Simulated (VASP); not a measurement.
VASP ran on this input.

**KPOINTS**
```
Automatic mesh
0
Gamma
12 11 9
0 0 0
```

**POSCAR**
```
CuAu
1
    2.7374660000     0.0000000000     0.0000000000
    0.0000000000     2.8607460000     0.0000000000
    0.0000000000     0.0000000000     3.6087280000
Cu Au
1 1
Direct
  0.0000000000   0.0000000000   0.0000000000
  0.5128910000   0.5000000000   0.5000000000
```

### INCAR
```
ALGO  =  Fast
EDIFF  =  1E-6
ENCUT  =  400
GGA  =  PE
ISIF  =  2
ISMEAR  =  1
LASPH  =  T
LCHARG  =  F
LMAXMIX  =  6
LREAL  =  F
LWAVE  =  F
NELM  =  100
PREC  =  Accurate
SIGMA  =  0.1
SYSTEM  =  CuAu
```

POTCAR, in this order: Cu Au (PBE.64 set). Program: vasp_std.

Q: Write an equivalent input for Quantum ESPRESSO's pw.x.

A: One equivalent input (not run):
```
&CONTROL
  calculation = 'scf'
  pseudo_dir = './pseudo'
  outdir = './out'
  tprnfor = .true.
  tstress = .true.
/
&SYSTEM
  ibrav = 0
  nat = 2
  ntyp = 2
  ecutwfc = 92
  occupations = 'smearing'
  smearing = 'methfessel-paxton'
  degauss = 0.00735
  input_dft = 'pbe'
/
&ELECTRONS
  conv_thr = 7.3e-08
  electron_maxstep = 100
/
ATOMIC_SPECIES
  Cu 63.546 Cu.upf
  Au 196.967 Au.upf
CELL_PARAMETERS angstrom
     2.7374660    0.0000000    0.0000000
     0.0000000    2.8607460    0.0000000
     0.0000000    0.0000000    3.6087280
ATOMIC_POSITIONS crystal
  Cu   0.0000000  0.0000000  0.0000000
  Au   0.5128910  0.5000000  0.5000000
K_POINTS automatic
  12 11 9 0 0 0
```
What does not carry over: the potentials are each code's own (VASP's PAW set, PseudoDojo norm-conserving files in pw.x), so ENCUT and ecutwfc are chosen apart and not converted; conv_thr bounds pw.x's estimated SCF error, while EDIFF bounds the energy change between steps.

The compound is CuAu in the L1_0 structure. The cell was not relaxed at this level, atoms are displaced from their ideal sites. The run is one of a series of settings (ALGO = Fast against the base run), some of them coarse on purpose.
